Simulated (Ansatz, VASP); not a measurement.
# BiB in VASP and in Ansatz

The input POSCAR:

```
BiB
1.0
    0.0000000000      2.7311501019      2.7528002556
    2.7311501019      0.0000000000      2.7528002556
    2.7311501019      2.7311501019      0.0000000000
B Bi
1 1
Direct
    0.0000000000      0.0000000000      0.0000000000
    0.2500000000      0.2500000000      0.2500000000
```

The input INCAR.step1:

```
PREC = Accurate
ENCUT = 520
ISMEAR = 0
SIGMA = 0.01
LREAL = F
LASPH = T
NELM = 60
NBANDS = 16
GGA = PE
ALGO = Normal
EDIFF = 1E-4
LWAVE = T
LCHARG = F
```

The input INCAR.step2:

```
PREC = Accurate
ENCUT = 520
EDIFF = 1E-6
ISMEAR = 0
SIGMA = 0.01
LREAL = F
LASPH = T
NELM = 60
ALGO = Normal
ISIF = 2
LWAVE = F
LCHARG = F
METAGGA = R2SCAN
LMIXTAU = T
NBANDS = 16
ISTART = 1
```

Contents of KPOINTS:

```
regular mesh
0
Gamma
  8 8 8
```

Input for Ansatz:

```yaml
crystal:
  lattice:
    - [0.0, 2.7311501019, 2.7528002556]
    - [2.7311501019, 0.0, 2.7528002556]
    - [2.7311501019, 2.7311501019, 0.0]
  atoms:
    - { symbol: B, position: [0.0, 0.0, 0.0] }
    - { symbol: Bi, position: [0.25, 0.25, 0.25] }
kpoints:
  mp_grid: { grid: [8, 8, 8] }
  band_path:
    path:
      - [0.0, 0.0, 0.0]
      - [-0.5, -0.5, 0.0]
      - [-0.375, -0.375, 0.25]
      - [-0.375, 0.0, 0.375]
      - [0.0, 0.0, 0.5]
      - [-0.5, -0.25, 0.25]
    npoints: 1
hamiltonian:
  xc: r2scan
scf:
  occupations: { method: fixed }
  n_extra_bands: 4
output:
  forces: true
  stress: true
  eigenvalues: true
```

Change from the starting cell: epitaxial_xy strain -0.5%.

Alike in both runs: task single point; functional r2SCAN; k mesh 8 × 8 × 8; no spin polarisation.

```csv
,VASP,Ansatz
version,VASP 6.6.1,Ansatz 0.2.0
potentials or method,"VASP PAW PBE potentials, release 64 (B, Bi_d)","plane waves, PAW"
plane-wave cutoff (eV),520,500
occupations,"gaussian, width 0.01 eV",fixed
valence electrons in the cell,18,18
```

VASP gave:

- gap on the k mesh at the Fermi level (eV): 0.43
- pressure (GPa): 0.5
- largest component of the traceless stress (GPa): 0.54

Q: What did Ansatz give for the same quantities?

A: gap on the k mesh at the Fermi level (eV): 0.42; pressure (GPa): 0.6; largest component of the traceless stress (GPa): 0.54.

Caveats: the PAW data sets were made with another functional, which shifts forces and pressure a little (VASP); spin-orbit coupling is left out, which as a rule narrows the gap of such compounds by several tenths of an eV.
